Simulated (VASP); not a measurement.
Data:

```
CELL_PARAMETERS angstrom
      0.00000     2.95309     2.95309
      2.95309     0.00000     2.95309
     11.78041    11.78041     0.03195
ATOMIC_POSITIONS crystal
  Zn 0.02430 0.02430 0.98178
  Zn 0.00818 0.00818 0.24387
  Zn 0.99283 0.99283 0.50538
  Zn 0.97617 0.97617 0.76788
  Te 0.26405 0.26405 0.05196
  Te 0.24896 0.24896 0.31328
  Te 0.23380 0.23380 0.57465
  S  0.25172 0.25172 0.81121
```

Level of theory: PBEsol GGA, VASP's PBE PAW potentials (set 64) (plane waves; VASP 6.6.1). Run with 400 eV cut-off, Gaussian smearing of 0.050 eV, potentials Zn Te S.

Unless said otherwise, spin-orbit coupling is left out, though it shifts the bands of the heavy elements here.

Question: Give the energies of bands 27 to 40 at the high-symmetry points, in eV from the valence-band maximum.

Answer: 
```csv
band,Γ,T,H2,L,S0,F
27,-3.45,-2.05,-5.16,-5.16,-5.16,-5.13
28,-2.05,-2.05,-5.11,-5.12,-5.11,-4.99
29,-2.05,-1.85,-3.85,-3.02,-3.85,-3.09
30,-0.67,-1.69,-3.49,-3.01,-3.48,-3.02
31,-0.67,-0.71,-3.29,-2.84,-3.33,-2.81
32,-0.47,-0.71,-3.17,-2.10,-3.16,-2.54
33,-0.41,-0.31,-2.46,-2.04,-2.47,-1.99
34,-0.41,-0.31,-2.11,-1.89,-2.11,-1.66
35,0.00,-0.06,-1.97,-1.45,-1.97,-1.23
36,0.00,-0.06,-1.85,-1.17,-1.83,-1.05
37,0.45,0.88,2.85,1.95,2.76,1.61
38,1.98,2.21,2.89,2.45,3.10,2.10
39,2.27,2.27,3.31,2.51,3.15,2.20
40,2.50,2.40,3.69,2.66,3.73,2.65
```

The gap is direct, 0.45 eV, from the valence maximum at Γ to the conduction minimum at Γ.

The structure was generated: Zn4STe3 was put into an ordered model structure (R3m), which need not be its known phase. It was relaxed first.
